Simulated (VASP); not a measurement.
ZnB under changes of volume

One of the cells (11.284 Å³/atom); the others are scaled copies at fixed shape and fractional positions:

```
CELL_PARAMETERS angstrom
2.82596 0.00000 0.00000
0.00000 2.82596 0.00000
0.00000 0.00000 2.82596
ATOMIC_POSITIONS crystal
Zn 0.00000 0.00000 0.00000
B 0.50000 0.50000 0.50000
```

The cell was built by a generator and needn't be a form met in nature.

```yaml
Program: VASP 6.6.1
Functional: PBE
Potentials_or_basis: VASP PAW PBE potentials, release 64 (Zn, B)
Cutoff: 520 eV
k_mesh: 9 × 9 × 9
Occupations: fermi-dirac, width 0.05 eV
Spin: no spin polarisation
```

```csv
volume (Å³/atom),energy over the lowest point (meV/atom),pressure (GPa)
10.399,?,?
10.620,8.10,5.8
10.842,1.90,3.1
11.284,0.00,-1.6
11.505,3.55,-3.6
11.727,9.66,-5.4
```

Question: What does the run at 10.399 Å³/atom give?

Answer: Energy over the lowest point 18.39 meV/atom; pressure 8.9 GPa.

Worked out: A Birch-Murnaghan fit of order 3 (a polynomial in V^(-2/3)) to the other rows has its minimum at 11.12 Å³/atom with B0 = V·E''(V) = 114 GPa and B' = 4.8. It gives 18.35 meV/atom at 10.399 Å³/atom, against the run's 18.39, and -dE/dV = 9.0 GPa, against 8.9.

Energies are extrapolated to zero smearing.
